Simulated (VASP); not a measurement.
## Local probes of Th2SbN2

Wanted: the field gradients at the nuclei of Th2SbN2. The cell has space group I4/mmm. The start is a cell from a database of measured crystal structures.

Calculated with VASP 6.6.1; LDA; plane waves and PAW (Th, Sb, N), in the first sound run; inputs show where later runs differ.

Report form: the programs' logs are mostly left out.

**1. The structure**

It takes space group I4/mmm (No. 139, tetragonal). Conventional cell: a = 4.049 Å, b = 4.049 Å, c = 13.570 Å, α = 90.00°, β = 90.00°, γ = 90.00°. Nearest to Th lie 4 N at 2.39 Å. Nearest to Sb lie 8 Th at 3.56 Å. N has 4 Th at 2.39 Å nearest. Farther neighbours and most contacts between anions are not listed.

**2. Local probes at LDA**

Field gradients probe the charge near the nuclei, so LASPH is on and the cutoff is at least 1.4 times the default of the data sets; this run is at LDA.

The input, INCAR:

```
SYSTEM = Th2SbN2
PREC = Accurate
ENCUT = 560
EDIFF = 1E-07
NELM = 100
ISMEAR = -1
SIGMA = 0.05
LREAL = .FALSE.
ALGO = Normal
GGA = CA
NBANDS = 25
LASPH = .TRUE.
LORBIT = 11
LWAVE = .FALSE.
LCHARG = .FALSE.
KPAR = 4
LEFG = .TRUE.
ICORELEVEL = 1
```

The input, POSCAR:

```
Th2SbN2
1.0
   -2.0245000000      2.0245000000      6.7850000000
    2.0245000000     -2.0245000000      6.7850000000
    2.0245000000      2.0245000000     -6.7850000000
Th Sb N
2 1 2
Direct
    0.6560000000      0.6560000000      0.0000000000
    0.3440000000      0.3440000000      0.0000000000
    0.0000000000      0.0000000000      0.0000000000
    0.7500000000      0.2500000000      0.5000000000
    0.2500000000      0.7500000000      0.5000000000
```

The input, KPOINTS:

```
Automatic mesh
0
Gamma
10 10 10
0 0 0
```

Potentials, in the order of the species: Th, Sb and N (PBE family, release 64).

Launch:

```console
$ mpirun -np 4 vasp_std
```

Run time: 2.2 min. Hardware: 4 MPI ranks of Intel Xeon 6975P-C (Granite Rapids), shared host; peak memory 2.5 GiB; 8.9 min of CPU time.

This run has no spin polarisation. Its electron count is odd, so without a moment it is a metal by construction. These are scalar-relativistic Kohn-Sham levels of the ground state, with no core hole, so they are not binding energies. The atoms bear forces, and field gradients depend strongly on their positions. The PAW data sets were made with PBE, a small mismatch for LDA.

This step gave:

```
free energy (TOTEN)     : -47.16 eV
energy at zero smearing : -47.15 eV
Fermi energy            : 5.838 eV
pressure                : -9.402 GPa
```

The two shallowest core shells; atoms whose shallowest level rounds to another's at 0.01 eV are left out. Core levels, by row:

```
atom  shell  level below the Fermi level (eV)
 Th1     5p                             182.1
 Th1     5d                             82.49
 Sb3     4p                             95.68
 Sb3     4d                             27.51
  N4     1s                             374.9
```

Ordered as |Vzz| ≥ |Vxx| ≥ |Vyy|, the program's way. Electric field gradients, by row:

```
atom  Vxx (V/Å²)  Vyy (V/Å²)  Vzz (V/Å²)  asymmetry
 Th1      -73.49      -73.49         147          0
 Th2      -73.49      -73.49         147          0
 Sb3       155.2       155.2      -310.3          0
  N4      -2.342       -2.34       4.683          0
  N5      -2.342       -2.34       4.683          0
```

The largest gradient is -310.3 V/Å², at Sb3.

**3. Local probes at r2SCAN**

This step: r2SCAN; plane waves and PAW (Th, Sb, N) (VASP 6.6.1).

Field gradients probe the charge near the nuclei, so LASPH is on and the cutoff is at least 1.4 times the default of the data sets; this run is at r2SCAN.

Edit INCAR of step 2 so:

```diff
@@ -9,5 +9,5 @@
 ALGO = Normal
-GGA = CA
+METAGGA = R2SCAN
+LASPH = .TRUE.
 NBANDS = 25
-LASPH = .TRUE.
 LORBIT = 11
@@ -17,2 +17 @@
 LEFG = .TRUE.
-ICORELEVEL = 1
```

POSCAR is that of step 2.

KPOINTS is that of step 2.

Launch:

```console
$ mpirun -np 4 vasp_std
```

It took 9.8 min on 4 MPI ranks; peak memory 3.2 GiB.

The PAW data sets were made with PBE, which is usual practice but a small mismatch for other functionals.

This step gave:

```yaml
free_energy_toten: -199.3678 eV
energy_at_zero_smearing: -199.3563 eV
fermi_energy: 6.043 eV
pressure: -4.460 GPa
```

Ordered as |Vzz| ≥ |Vxx| ≥ |Vyy|, the program's way. Electric field gradients, by row:

| atom | Vxx (V/Å²) | Vyy (V/Å²) | Vzz (V/Å²) | asymmetry |
| --- | --- | --- | --- | --- |
| Th1 | -72.57 | -72.57 | 145.1 | 0 |
| Th2 | -72.57 | -72.57 | 145.1 | 0 |
| Sb3 | 167.3 | 167.3 | -334.5 | 0 |
| N4 | -2.594 | -2.592 | 5.186 | 0 |
| N5 | -2.594 | -2.592 | 5.186 | 0 |

The largest gradient is -334.5 V/Å², at Sb3.

**4. Summary**

This step: electric field gradients, LDA, r2SCAN; plane waves and PAW (VASP 6.6.1).

Derived from the runs above.

Cost is wall time times ranks on a shared host. EFG, by row:

```
functional  Vzz Th1 (V/Å²)  Vzz Sb3 (V/Å²)  Vzz N4 (V/Å²)  cost (core minutes)
       LDA             147          -310.3          4.683                    9
    r2SCAN           145.1          -334.5          5.186                39.14
```

**5. Results**

| Property | Result |
| --- | --- |
| LDA | largest \|Vzz\| 310 V/Å² |
| r2SCAN | largest \|Vzz\| 335 V/Å² |

**Reading.** The largest field gradient is that at Sb3, Vzz = -310 V/Å² at LDA, with an asymmetry of 0.00. On that site the functionals span -335 to -310 V/Å², at costs of 9 to 39 core minutes. For isotopes with a quadrupole moment, the coupling follows from Vzz times that moment. Kohn-Sham core levels are too shallow against measured binding energies; only differences between inequivalent sites of one element, where there are any, carry meaning. The given cell is kept, although it stands at -9.4 GPa at LDA and ENCUT = 560 eV, which holds the mismatch of the given cell with this functional, any error of the entry itself and any basis-set error. The atoms weren't relaxed and carry forces of up to 3.1 eV/Å at LDA, so the numbers belong to the given coordinates, and a relaxation would change them. So large a force or stress means that the given cell is far from the equilibrium of this level, whether by faulty coordinates, another magnetic state or phase, or the functional; the values can't be taken for those of the compound at rest.

[Lines on the potential files, build, host, timing and source positions are cut from VASP's logs without a mark.]

[Logs are printed without paths, hosts, clocks, repeated set-up lines and the standing remarks that a program may print on its own settings, such as how far it seeks lower states.]

[Hosts, paths, dates, database ids (printed as entryN), source tags and the programs' standing remarks are cut or masked in the printed files.]
